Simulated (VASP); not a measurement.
```
CELL_PARAMETERS angstrom
      4.79923     0.00000     0.00000
      0.00000     4.79923     0.00000
      0.00000     0.00000     4.79923
ATOMIC_POSITIONS crystal
  Ag 0.50000 0.50000 0.00000
  Ag 0.00000 0.50000 0.50000
  Ag 0.50000 0.00000 0.50000
  S  0.50000 0.50000 0.50000
  I  0.00000 0.00000 0.00000
```

These are LDA (Ceperley-Alder, Perdew-Zunger), VASP's LDA PAW potentials (set 64) (plane waves; VASP 6.6.1) values and carry that method's errors. Settings: 400 eV cut-off, 4×4×4 Γ-centred mesh, Gaussian smearing of 0.050 eV, potentials Ag S I.

Unless said otherwise, spin-orbit coupling is left out, though it shifts the bands of the heavy elements here.

What does the run give for the energy per atom (σ→0), band gap (on the k-mesh) with the smallest direct gap where there is one?

```yaml
band gap (on the k-mesh): 0.76 eV
smallest direct gap (on the k-mesh): 0.76 eV
energy per atom (σ→0): -3.556 eV/atom
```

Total energies compare only between runs with the same potentials, cut-off and functional.

The structure comes from a computed database's Ag3SI entry (Pm-3m); how it stands against other phases isn't given here. It was relaxed first, which changed the volume by -12 %. The start is the result of an earlier pass.
